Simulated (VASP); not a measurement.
Computed with vdW-DF-cx, VASP's PBE PAW potentials (set 64) (plane waves; VASP).

VASP ran on this input.

POSCAR:
```
KBr
1
    0.0000000000     3.3352247220     3.3352247220
    3.3352247220     0.0000000000     3.3352247220
    3.3352247220     3.3352247220     0.0000000000
K Br
1 1
Direct
  0.0000000000   0.0000000000   1.0000000000
  0.5000000000   0.5000000000   0.5000000000
```

**KPOINTS**
```
K-points
0
Gamma
 7 7 7
0 0 0
```

### INCAR
```
SYSTEM = KBr
PREC = Accurate
ENCUT = 520
EDIFF = 1E-7
NELM = 100
ALGO = Normal
LREAL = .FALSE.
LASPH = .TRUE.
ISMEAR = 0
SIGMA = 0.05
GGA = CX
LUSE_VDW = .TRUE.
AGGAC = 0.0
LMAXMIX = 4
LWAVE = .FALSE.
LCHARG = .FALSE.
ISIF = 2
```

POTCAR, in this order: K_sv Br (PBE.64 set). Program: vasp_std.

Problem. Predict the energy per atom (σ→0), band gap (on the k-mesh).

Solution. 
- energy per atom (σ→0) = -1.158 eV/atom
- band gap (on the k-mesh) = 4.44 eV

File OSZICAR:
```
...
DAV:   9    -0.231568551567E+01   -0.11950E-02   -0.11315E-03   628   0.240E-01    0.966E-02
DAV:  10    -0.231660176633E+01   -0.91625E-03   -0.13200E-03   544   0.267E-01    0.223E-02
DAV:  11    -0.231662448348E+01   -0.22717E-04   -0.42412E-05   664   0.411E-02    0.804E-03
DAV:  12    -0.231663302740E+01   -0.85439E-05   -0.97375E-06   556   0.229E-02    0.696E-03
DAV:  13    -0.231663448385E+01   -0.14565E-05   -0.26513E-06   604   0.995E-03    0.227E-03
DAV:  14    -0.231663482640E+01   -0.34255E-06   -0.84959E-07   544   0.576E-03    0.628E-04
DAV:  15    -0.231663485683E+01   -0.30433E-07   -0.15998E-08   468   0.120E-03
   1 F= -.23166349E+01 E0= -.23166349E+01  d E =-.388295E-13
```

The compound is KBr in the rock salt structure. This cell is one point of a volume scan, at 1.03 of the reference volume.
